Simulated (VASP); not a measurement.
Consider the following.

```
CELL_PARAMETERS angstrom
      4.40360     0.00000     0.00000
     -2.20180     3.81363     0.00000
      0.00000     0.00000     4.98735
ATOMIC_POSITIONS crystal
  Ta 0.33333 0.66667 0.93747
  Ta 0.66667 0.33333 0.43747
  Si 0.33333 0.66667 0.43753
  Si 0.66667 0.33333 0.93753
```

Method: PBE GGA, VASP's PBE PAW potentials (set 64) (plane waves; VASP 6.6.1). Numerical set-up: 400 eV cut-off, Gaussian smearing of 0.050 eV, potentials Ta_pv Si.

Unless said otherwise, spin-orbit coupling is left out, though it shifts the bands of the heavy elements here.

**Question.** Estimate the band gap (along the path) with the smallest direct gap where there is one.

**Answer.** 
The band gap (along the path) comes out as none (metal, semimetal or under 0.01 eV).

Only differences to runs with the same potentials and settings are physical.

The structure was generated: TaSi was put into the wurtzite type (P6_3mc), which need not be its known phase. It was relaxed first, which changed the volume by -39 %. The relaxed cell has space group P6_3/mmc.
